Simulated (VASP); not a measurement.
Here is the system:

```
CELL_PARAMETERS angstrom
      0.00000     2.84359     2.84359
      2.84359     0.00000     2.84359
      2.84359     2.84359     0.00000
ATOMIC_POSITIONS crystal
  Na 0.00000 0.00000 0.00000
  Cl 0.50000 0.50000 0.50000
```

Method: PBE GGA with D3 dispersion (Becke-Johnson damping), VASP's PBE PAW potentials (set 64) (plane waves; VASP 6.6.1). Run with 520 eV cut-off, 8×8×8 Γ-centred mesh, Gaussian smearing of 0.050 eV, potentials Na_pv Cl.

Task: Give the stress tensor in GPa (positive for a compressed cell).

Result: 
```
-1.44   0.00   0.00
 0.00  -1.44   0.00
 0.00   0.00  -1.44
```
The pressure is its mean diagonal, -1.44 GPa.

The compound is NaCl in the rock salt structure. This cell is one point of a volume scan, at 1.06 of the reference volume.
